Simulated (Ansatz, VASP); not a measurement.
**Li3OF: VASP beside Ansatz**

File INCAR:

```
SYSTEM = Li3OF
ALGO     = Normal         ! electronic algorithm
EDIFF    = 1E-6           ! SCF threshold, eV
ENCUT    = 520            ! plane-wave cutoff, eV
GGA      = PE             ! functional
ISIF     = 2              ! what is computed and relaxed
ISMEAR   = 0              ! smearing method
LASPH    = .TRUE.         ! aspherical terms in the spheres
LCHARG   = .FALSE.        ! write CHGCAR
LREAL    = .FALSE.        ! projectors in reciprocal space
LWAVE    = .FALSE.        ! write WAVECAR
NBANDS   = 19             ! bands
NELM     = 80             ! most SCF steps
PREC     = Accurate       ! precision mode
SIGMA    = 0.02           ! smearing width, eV
```

Contents of KPOINTS:

```
k-points
0
G
  6 6 6
  0 0 0
```

POSCAR

```
Li3OF
1.0
    3.6813000000      0.0000000000      0.0000000000
    0.0000000000      3.6813000000      0.0000000000
    0.0000000000      0.0000000000      3.6813000000
F O Li
1 1 3
Direct
    0.0000000000      0.0000000000      0.0000000000
    0.5000000000      0.5000000000      0.5000000000
    0.5000000000      0.5000000000      0.0000000000
    0.5000000000      0.0000000000      0.5000000000
    0.0000000000      0.5000000000      0.5000000000
```

Input for Ansatz:

```yaml
crystal:
  lattice:
    - [3.6813, 0.0, 0.0]
    - [0.0, 3.6813, 0.0]
    - [0.0, 0.0, 3.6813]
  atoms:
    - { symbol: F, position: [0.0, 0.0, 0.0] }
    - { symbol: O, position: [0.5, 0.5, 0.5] }
    - { symbol: Li, position: [0.5, 0.5, 0.0] }
    - { symbol: Li, position: [0.5, 0.0, 0.5] }
    - { symbol: Li, position: [0.0, 0.5, 0.5] }
basis:
  ecutwfc: 420
kpoints:
  mp_grid: { grid: [6, 6, 6] }
hamiltonian:
  xc: pbe
scf:
  occupations: { method: gaussian, width: 0.02 }
output:
  forces: true
  stress: true
  eigenvalues: true
```

Alike in both runs: task single point; functional PBE; k mesh 6 × 6 × 6; occupations gaussian, width 0.02 eV; no spin polarisation.

```csv
,VASP,Ansatz
version,VASP 6.6.1,Ansatz 0.2.0
potentials or method,"VASP PAW PBE potentials, release 64 (F, O, Li_sv)","scalar-relativistic, plane waves, PAW"
plane-wave cutoff (eV),520,420
valence electrons in the cell,22,22
```

|  | VASP | Ansatz | Ansatz less VASP |
| --- | --- | --- | --- |
| gap on the k mesh at the Fermi level (eV) | 4.80 | 4.80 | +0.001 |
| least direct gap on the mesh (eV) | 5.43 | 5.43 | +0.003 |

The functional is the same, so the differences come from potentials, cutoffs and numerics.

 A hybrid or GW would open this gap; PBE tends to underestimate it. A k mesh can miss the band edges.
